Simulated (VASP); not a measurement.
An input for Ansatz (written as the equivalent of a VASP run, and not itself run):

Ansatz 0.2 input:
```yaml
crystal:
  lattice:
    - [4.4166000, 2.2083000, 2.2083000]
    - [2.2083000, 4.4166000, 2.2083000]
    - [2.2083000, 2.2083000, 4.4166000]
  atoms:
    - { symbol: Fe, position: [0.0000000, 0.0000000, 0.0000000], spin: 4 }
    - { symbol: Fe, position: [0.5000000, 0.5000000, 0.5000000], spin: -4 }
    - { symbol: O, position: [0.2500000, 0.2500000, 0.2500000] }
    - { symbol: O, position: [0.7500000, 0.7500000, 0.7500000] }
kpoints:
  mp_grid: { grid: [6, 6, 6] }
hamiltonian:
  xc: pbe
  pseudopotentials: { kind: paw }
magnetization: { spin_polarized: true }
scf:
  occupations: { method: gaussian, width: 0.05 }
  max_iter: 100
output: { forces: true, stress: true, eigenvalues: true }
```

Question: Translate this input to VASP (INCAR, KPOINTS, POSCAR, choice of POTCAR).

Answer: This is not unique; one that fits is 
### KPOINTS
```
Regular mesh
0
Gamma
 6 6 6
0 0 0
```

**POSCAR**
```
FeO
5.4092080
  0.8164966110   0.4082483055   0.4082483055
  0.4082483055   0.8164966110   0.4082483055
  0.4082483055   0.4082483055   0.8164966110
Fe O
2 2
Cart
  0.0000000000   0.0000000000   0.0000000000
  0.8164966110   0.8164966110   0.8164966110
  0.4082483055   0.4082483055   0.4082483055
  1.2247449164   1.2247449164   1.2247449164
```

**INCAR**
```
! general
SYSTEM =FeO
PREC   =Accurate
ENCUT  =520
LREAL  =.FALSE.   ! projection in real space or not
LASPH  =.TRUE.   ! aspherical one-centre terms

! electronic loop
EDIFF  =1E-6   ! SCF stop (eV)
NELM   =100
ALGO   =Normal
LMAXMIX=4

! smearing
ISMEAR =0
SIGMA  =0.05

! functional
GGA    =PE

! spin
ISPIN  =2   ! spin-polarised
MAGMOM =4.0 -4.0 0.0 0.0

! ions
ISIF   =2

! output
LWAVE  =.FALSE.
LCHARG =.FALSE.
LORBIT =10
```

POTCAR, in this order: Fe O (PBE.64 set). Program: vasp_std.

What does not carry over: each code has its own PAW files, so the cut-off isn't converted (ENCUT is set for VASP's; basis.ecutwfc is left out, and Ansatz then takes the one that its files recommend); Ansatz stops its SCF on the density residual and VASP on the energy change (EDIFF).

The compound is FeO in the rock salt, AFM-II order structure. The cell was not relaxed at this level. The k-mesh is coarse (spacing up to 0.39 per Å, 2π included), so the numbers may not be converged in it.
